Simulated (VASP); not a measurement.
An input for Quantum ESPRESSO's pw.x (written as the equivalent of a VASP run, and not itself run):

```
&CONTROL
  calculation = 'scf'
  pseudo_dir = './pseudo'
  outdir = './out'
  tprnfor = .true.
  tstress = .true.
/
&SYSTEM
  ibrav = 0
  nat = 3
  ntyp = 2
  ecutwfc = 86
  occupations = 'smearing'
  smearing = 'gaussian'
  degauss = 0.003675
  input_dft = 'pbe'
/
&ELECTRONS
  conv_thr = 7.3e-08
  electron_maxstep = 100
/
ATOMIC_SPECIES
  Pt 195.084 Pt.upf
  Se 78.971 Se.upf
CELL_PARAMETERS angstrom
     1.9023000   -3.2948800    0.0000000
     1.9023000    3.2948800    0.0000000
     0.0000000    0.0000000    5.1816000
ATOMIC_POSITIONS crystal
  Pt   0.0000000  0.0000000  0.0000000
  Se   0.3333330  0.6666670  0.2550000
  Se   0.6666670  0.3333330  0.7450000
K_POINTS automatic
  6 6 4 0 0 0
```

Write the VASP files for the same calculation (PBE).

This is not unique; one that fits is 
INCAR:
```
SYSTEM = PtSe2
PREC = Accurate
ENCUT = 800
EDIFF = 1E-6
NELM = 100
ALGO = Normal
LREAL = .FALSE.
LASPH = .TRUE.
ISMEAR = 0
SIGMA = 0.05
GGA = PE
LMAXMIX = 6
LWAVE = .FALSE.
LCHARG = .FALSE.
ISIF = 2
```

File POSCAR:
```
PtSe2
1
    1.9023000000    -3.2948800000     0.0000000000
    1.9023000000     3.2948800000     0.0000000000
    0.0000000000     0.0000000000     5.1816000000
Pt Se
1 2
Direct
  0.0000000000   0.0000000000   0.0000000000
  0.3333330000   0.6666670000   0.2550000000
  0.6666670000   0.3333330000   0.7450000000
```

### KPOINTS
```
Automatic mesh
0
Gamma
6 6 4
0 0 0
```

POTCAR, in this order: Pt Se (PBE.64 set). Program: vasp_std.

What does not carry over: the potentials are each code's own (VASP's PAW set, PseudoDojo norm-conserving files in pw.x), so ENCUT and ecutwfc are chosen apart and not converted; conv_thr bounds pw.x's estimated SCF error, while EDIFF bounds the energy change between steps.

The compound is PtSe2 in the 1T layered structure. The cell was not relaxed at this level. The k-mesh is coarse (spacing up to 0.32 per Å, 2π included), so the numbers may not be converged in it. The run is one of a series of settings (ENCUT = 800 against the base run), some of them coarse on purpose.
